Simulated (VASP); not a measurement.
AgRh under changes of volume

One of the cells (14.640 Å³/atom); the others are scaled copies at fixed shape and fractional positions:

```xyz
2
Lattice="2.7027 0.0000 0.0000 -1.3513 2.3406 0.0000 0.0000 0.0000 4.6286" Properties=species:S:1:pos:R:3 pbc="T T T"
Ag    0.0000    0.0000    2.3143
Rh    1.3513    0.7802    0.0000
```

The cell comes from a database or a generator and needn't be the stable form of this composition.

* Program: VASP 6.6.1
* Functional: LDA
* Potentials or basis: VASP PAW LDA potentials, release 64 (Ag, Rh_pv)
* Cutoff: 520 eV
* k mesh: 10 × 10 × 6
* Occupations: fermi-dirac, width 0.05 eV
* Spin: no spin polarisation

```csv
volume (Å³/atom),energy over the lowest point (meV/atom),pressure (GPa)
14.054,?,?
14.347,4.09,4.4
14.640,0.00,0.0
14.933,3.58,-3.9
15.226,13.91,-7.4
```

What does the run at 14.054 Å³/atom give?

Energy over the lowest point 16.90 meV/atom; pressure 9.5 GPa.

Worked out: A Birch-Murnaghan fit of order 2 (a polynomial in V^(-2/3)) to the other rows has its minimum at 14.65 Å³/atom with B0 = V·E''(V) = 206 GPa at fixed shape and positions, which overstates the stiffness. It gives 16.50 meV/atom at 14.054 Å³/atom, against the run's 16.90, and -dE/dV = 9.2 GPa, against 9.5.

Energies are extrapolated to zero smearing.
